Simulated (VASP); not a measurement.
Output of a VASP run:

File OSZICAR:
```
       N       E                     dE             d eps       ncg     rms          rms(c)
DAV:   1     0.845120466075E+03    0.84512E+03   -0.31749E+04 14592   0.386E+03
DAV:   2     0.120791193358E+03   -0.72433E+03   -0.69997E+03 12016   0.904E+02
DAV:   3    -0.288433147846E+02   -0.14963E+03   -0.14513E+03 14328   0.245E+02
DAV:   4    -0.426735535031E+02   -0.13830E+02   -0.13581E+02 16504   0.752E+01
DAV:   5    -0.433373985036E+02   -0.66385E+00   -0.66163E+00 16136   0.158E+01    0.168E+01
DAV:   6    -0.404350304716E+02    0.29024E+01   -0.32562E+01 17136   0.284E+01    0.650E+00
DAV:   7    -0.396437084284E+02    0.79132E+00   -0.82951E+00 14720   0.168E+01    0.410E+00
DAV:   8    -0.395329124481E+02    0.11080E+00   -0.93070E-01 13880   0.607E+00    0.836E-01
DAV:   9    -0.395299236634E+02    0.29888E-02   -0.13273E-01 15456   0.318E+00    0.482E-01
DAV:  10    -0.395306901210E+02   -0.76646E-03   -0.74555E-03 15584   0.602E-01    0.218E-01
DAV:  11    -0.395306916664E+02   -0.15453E-05   -0.16393E-03 15912   0.245E-01    0.757E-02
DAV:  12    -0.395307034739E+02   -0.11808E-04   -0.28197E-04 15696   0.132E-01    0.128E-02
DAV:  13    -0.395307038802E+02   -0.40623E-06   -0.12015E-05 15584   0.290E-02    0.476E-03
DAV:  14    -0.395307056426E+02   -0.17624E-05   -0.84284E-07 13288   0.763E-03    0.997E-04
DAV:  15    -0.395307059044E+02   -0.26184E-06   -0.14602E-07  8848   0.376E-03    0.561E-04
DAV:  16    -0.395307058435E+02    0.60909E-07   -0.39486E-08  8480   0.188E-03
   1 F= -.39530706E+02 E0= -.39530706E+02  d E =0.000000E+00
```

**OUTCAR**
```
------------------------ aborting loop because EDIFF is reached ----------------------------------------
  FORCE on cell =-STRESS in cart. coord.  units (eV):
  Direction    XX          YY          ZZ          XY          YZ          ZX
  --------------------------------------------------------------------------------------
  Total       -0.0581078     -0.1653914      0.3442785      0.0000000      0.0000000      0.0000000
  in kB       -1.0060438     -2.8634864      5.9606294      0.0000000      0.0000000      0.0000000
  external PRESSURE =       0.6970331 kB  Pullay stress =       0.0000000 kB
  volume of cell :       92.54
      direct lattice vectors                 reciprocal lattice vectors
     0.000000000  4.362288762  4.247190937    -0.200210971  0.114618731  0.117724870
     2.497365636  0.000000000  4.247190937     0.200210971 -0.114618731  0.117724870
     2.497365636  4.362288762  0.000000000     0.200210971  0.114618731 -0.117724870
 POSITION                                       TOTAL-FORCE (eV/Angst)
 -----------------------------------------------------------------------------------
      0.00000      0.00000      0.00000        -0.000000     -0.000000      0.000000
      1.24868      2.18114      2.12360         0.000000      0.000000      0.000000
      2.49737      4.36229      5.67989        -0.000000      0.000000      0.015886
      2.49737      4.36229      2.81449        -0.000000      0.000000     -0.015886
      3.74605      6.54343      4.93809         0.000000     -0.000000     -0.015886
      3.74605      6.54343      7.80348         0.000000     -0.000000      0.015886
 -----------------------------------------------------------------------------------
    total drift:                                0.000000      0.000000     -0.000000
  FREE ENERGIE OF THE ION-ELECTRON SYSTEM (eV)
  ---------------------------------------------------
  free  energy   TOTEN  =       -39.5307058435 eV

  energy  without entropy=      -39.5307058435  energy(sigma->0) =      -39.53070584

 total charge

# of ion       s       p       d       tot
------------------------------------------
    1        2.157   6.130   2.029  10.316
    2        2.157   6.130   2.029  10.316
    3        1.154   1.208  10.059  12.422
    4        1.154   1.208  10.059  12.422
    5        1.154   1.208  10.059  12.422
    6        1.154   1.208  10.059  12.422
--------------------------------------------------
tot          8.931  17.092  44.296  70.319
```
(Selected blocks of OUTCAR.)

File POSCAR:
```
TiGe2
1
    0.0000000000     4.3622887618     4.2471909368
    2.4973656361     0.0000000000     4.2471909368
    2.4973656361     4.3622887618     0.0000000000
Ti Ge
2 4
Direct
  0.0000000000   0.0000000000   0.0000000000
  0.2500000000   0.2500000000   0.2500000000
  0.6686641996   0.6686641996   0.3313358004
  0.3313358004   0.3313358004   0.6686641996
  0.5813358004   0.5813358004   0.9186641996
  0.9186641996   0.9186641996   0.5813358004
```

Task: Reconstruct the remaining input files.

Result: One answer among several that fit: the input of the run itself, PBEsol GGA, plane waves, VASP's PBE PAW potentials (set 64).

**INCAR**
```
# general
SYSTEM  = TiGe2
PREC    = Accurate
ENCUT   = 400
LREAL   = .False.
LASPH   = .True.

# electronic loop
EDIFF   = 1E-7
NELM    = 100
ALGO    = Normal
LMAXMIX = 4

# smearing
ISMEAR  = -5

# functional
GGA     = PS

# ions
ISIF    = 2

# output
LWAVE   = .False.
LCHARG  = .True.
LORBIT  = 11
NEDOS   = 601

# other
LEFG    = .True.
```

KPOINTS:
```
Automatic mesh
0
Gamma
9 9 9
0 0 0
```

POTCAR, in this order: Ti_sv Ge_d (PBE.64 set). Program: vasp_std.

For a metal the tetrahedron method with Blöchl corrections gives inexact stress and forces.

The structure comes from a measured TiGe2 entry (Fddd) of the Crystallography Open Database, whose conditions weren't checked. It was relaxed first.
